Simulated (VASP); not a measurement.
Crystal: Si.

```
Si
1.0
     0.00000    2.71356    2.71356
     2.71356    0.00000    2.71356
     2.71356    2.71356    0.00000
Si
2
Direct
  0.25000 0.25000 0.25000
  0.00000 0.00000 0.00000
```

- Program: VASP 6.6.1
- Task: relaxation of cell and atoms
- Functional: PBE
- Potentials or basis: VASP PAW PBE potentials, release 64 (Si)
- Cutoff: 520 eV
- k mesh: 14 × 14 × 14
- Occupations: gaussian, width 0.1 eV
- Spin: no spin polarisation

At the start: pressure 2.1 GPa; volume 19.98 Å³/atom.

Where does the relaxation end?

Over 3 steps the energy falls by 3.0 meV/atom and the volume is 20.44 Å³/atom (+2.3 %); space group Fd-3m (No. 227, to 0.05 Å).

The path:
```csv
step,energy change (eV),largest force (eV/Å),pressure (GPa),volume (Å³)
1,0.0000,0.0000,2.14,39.96
2,-0.0033,0.0000,-1.33,41.52
3,-0.0060,0.0000,0.01,40.88
```

Final structure:
```
Si
1.0
     0.00000    2.73423    2.73423
     2.73423    0.00000    2.73423
     2.73423    2.73423    0.00000
Si
2
Direct
  0.25000 0.25000 0.25000
  0.00000 0.00000 0.00000
```
